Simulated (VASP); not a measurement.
Consider the following.

```yaml
crystal:
  lattice:
    - [4.21940, 0.00000, 0.00000]
    - [-2.10970, 3.65411, 0.00000]
    - [0.00000, 0.00000, 6.78546]
  atoms:
    - { symbol: Mg, position: [0.33333, 0.66667, 0.99767] }
    - { symbol: Mg, position: [0.66667, 0.33333, 0.49767] }
    - { symbol: Se, position: [0.33333, 0.66667, 0.37733] }
    - { symbol: Se, position: [0.66667, 0.33333, 0.87733] }
```

All values below come from PBEsol GGA, VASP's PBE PAW potentials (set 64) (plane waves; VASP). Run with 500 eV cut-off, 6×6×4 Γ-centred mesh, Gaussian smearing of 0.050 eV, potentials Mg Se.

### Question
Predict the energy per atom (σ→0), band gap (on the k-mesh) with the smallest direct gap where there is one.

### Answer

```
Quantity                                     Result
-----------------------------------  --------------
band gap (on the k-mesh)                    2.52 eV
smallest direct gap (on the k-mesh)         2.52 eV
energy per atom (σ→0)                -4008 meV/atom
```

Only differences to runs with the same potentials and settings are physical.

The structure was generated: MgSe was put into the wurtzite type (P6_3mc), which need not be its known phase. It was relaxed first.
